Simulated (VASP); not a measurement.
These are PBE GGA, VASP's PBE PAW potentials (set 64) (plane waves; VASP) values and carry that method's errors.

A VASP calculation is set up with these files.

File POSCAR:
```
SbPd
1
    0.0000000000     2.9347590000     2.9347590000
    2.9347590000     0.0000000000     2.9347590000
    2.9347590000     2.9347590000     0.0000000000
Sb Pd
1 1
Direct
  0.0000000000   0.0000000000   0.0000000000
  0.5000000000   0.5000000000   0.5000000000
```

### INCAR
```
SYSTEM=SbPd
PREC=Accurate; ENCUT=400; LREAL=.False.
LASPH=.True.
EDIFF=1E-6; NELM=100; ALGO=Damped
LMAXMIX=4
ISMEAR=1; SIGMA=0.1
GGA=PE
ISIF=2
LWAVE=.False.; LCHARG=.False.
```

KPOINTS:
```
Automatic mesh
0
Gamma
10 10 10
0 0 0
```

POTCAR, in this order: Sb Pd (PBE.64 set). Program: vasp_std.

Output

File OSZICAR:
```
       N       E                     dE             d eps       ncg     rms           ort
DAV:   1     0.930656890373E+02    0.93066E+02   -0.53497E+03   517   0.964E+02
DAV:   2     0.506377404066E+01   -0.88002E+02   -0.81949E+02   517   0.245E+02
DAV:   3    -0.716026215150E+01   -0.12224E+02   -0.11170E+02   517   0.876E+01
DAV:   4    -0.916108064122E+01   -0.20008E+01   -0.19279E+01   517   0.382E+01
DAV:   5    -0.949939486940E+01   -0.33831E+00   -0.32965E+00   517   0.156E+01
SDA:   6    -0.937547440025E+01    0.12392E+00   -0.14408E+00   517   0.360E+00   0.000E+00
DMP:   7    -0.946971551533E+01   -0.94241E-01   -0.57311E-01   517   0.101E+00   0.111E+00
DMP:   8    -0.950497323663E+01   -0.35258E-01   -0.12177E-01   517   0.189E-01   0.303E-01
DMP:   9    -0.951026752474E+01   -0.52943E-02   -0.55047E-02   517   0.160E-01  -0.581E-02
DMP:  10    -0.951396382889E+01   -0.36963E-02   -0.27360E-02   517   0.529E-02   0.407E-02
DMP:  11    -0.951567767128E+01   -0.17138E-02   -0.12206E-02   517   0.246E-02   0.154E-02
DMP:  12    -0.951641336801E+01   -0.73570E-03   -0.33280E-03   517   0.600E-03   0.609E-03
DMP:  13    -0.951661232472E+01   -0.19896E-03   -0.16680E-03   517   0.355E-03   0.163E-03
DMP:  14    -0.951670985911E+01   -0.97534E-04   -0.45389E-04   517   0.906E-04   0.598E-04
DMP:  15    -0.951673799285E+01   -0.28134E-04   -0.22046E-04   517   0.463E-04   0.230E-04
DMP:  16    -0.951675002801E+01   -0.12035E-04   -0.77053E-05   517   0.169E-04   0.608E-05
DMP:  17    -0.951675520684E+01   -0.51788E-05   -0.36987E-05   517   0.680E-05   0.642E-05
DMP:  18    -0.951675746635E+01   -0.22595E-05   -0.13905E-05   517   0.289E-05   0.154E-05
DMP:  19    -0.951675833344E+01   -0.86708E-06   -0.65116E-06   517   0.112E-05   0.133E-05
   1 F= -.95167583E+01 E0= -.95164613E+01  d E =-.891172E-03
```

File OUTCAR:
```
------------------------ aborting loop because EDIFF is reached ----------------------------------------
  FORCE on cell =-STRESS in cart. coord.  units (eV):
  Direction    XX          YY          ZZ          XY          YZ          ZX
  --------------------------------------------------------------------------------------
  Total       -3.4615192     -3.4615192     -3.4615192      0.0000000     -0.0000000      0.0000000
  in kB     -109.7059035   -109.7059035   -109.7059035      0.0000000     -0.0000000      0.0000000
  external PRESSURE =    -109.7059035 kB  Pullay stress =       0.0000000 kB
  volume of cell :       50.55
      direct lattice vectors                 reciprocal lattice vectors
     0.000000000  2.934759000  2.934759000    -0.170371741  0.170371741  0.170371741
     2.934759000  0.000000000  2.934759000     0.170371741 -0.170371741  0.170371741
     2.934759000  2.934759000  0.000000000     0.170371741  0.170371741 -0.170371741
 POSITION                                       TOTAL-FORCE (eV/Angst)
 -----------------------------------------------------------------------------------
      0.00000      0.00000      0.00000         0.000000      0.000000      0.000000
      2.93476      2.93476      2.93476        -0.000000     -0.000000     -0.000000
 -----------------------------------------------------------------------------------
    total drift:                                0.000000      0.000000      0.000000
  FREE ENERGIE OF THE ION-ELECTRON SYSTEM (eV)
  ---------------------------------------------------
  free  energy   TOTEN  =        -9.5167583334 eV

  energy  without entropy=       -9.5158671618  energy(sigma->0) =       -9.51646128
```
(Selected blocks of OUTCAR.)

The structure was generated: SbPd was put into the rocksalt type (Fm-3m), which need not be its known phase. The cell was not relaxed at this level. The run is one of a series of settings (ALGO = Damped against the base run), some of them coarse on purpose. The electron count is odd and the run is not spin-polarised, which forces a metal.
